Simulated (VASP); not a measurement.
All values below come from PBE GGA, VASP's PBE PAW potentials (set 64) (plane waves; VASP).

Input for VASP

POSCAR:
```
CsI
1
    4.6687845990    -0.0000000000     0.0000000000
    0.0000000000     4.6687845990    -0.0000000000
   -0.0000000000     0.0000000000     4.6687845990
Cs I
1 1
Direct
  0.0000000000   0.0000000000   0.0000000000
  0.5000000000   0.5000000000   0.5000000000
```

### INCAR
```
SYSTEM  =  CsI
PREC  =  Accurate; ENCUT  =  400; LREAL  =  .False.
LASPH  =  .True.
EDIFF  =  1E-6; NELM  =  100; ALGO  =  Normal
LMAXMIX  =  4
ISMEAR  =  0; SIGMA  =  0.05
GGA  =  PE
IBRION  =  2; NSW  =  60; ISIF  =  3
EDIFFG  =  -0.01
LWAVE  =  .False.; LCHARG  =  .False.
```

**KPOINTS**
```
Automatic mesh
0
Gamma
5 5 5
0 0 0
```

POTCAR, in this order: Cs_sv I (PBE.64 set). Program: vasp_std.

Question: Estimate the energy per atom (σ→0).

Answer: 
- energy per atom (σ→0) = -2.721 eV/atom

### OSZICAR
```
...
DAV:   6    -0.546623542664E+01    0.13077E+00   -0.17635E-01   268   0.192E+00    0.119E+00
DAV:   7    -0.543827676538E+01    0.27959E-01   -0.14777E-01   276   0.182E+00    0.609E-01
DAV:   8    -0.544200563268E+01   -0.37289E-02   -0.10581E-02   260   0.658E-01    0.718E-02
DAV:   9    -0.544245738041E+01   -0.45175E-03   -0.11988E-03   284   0.219E-01    0.802E-02
DAV:  10    -0.544254135148E+01   -0.83971E-04   -0.11416E-04   276   0.786E-02    0.128E-02
DAV:  11    -0.544253957202E+01    0.17795E-05   -0.28640E-05   308   0.270E-02    0.533E-03
DAV:  12    -0.544254040802E+01   -0.83600E-06   -0.37126E-06   260   0.137E-02
   1 F= -.54425404E+01 E0= -.54425404E+01  d E =-.544254E+01
```

The compound is CsI in the CsCl type structure. It was relaxed first, which changed the volume by +7 %. The start is the result of an earlier pass.
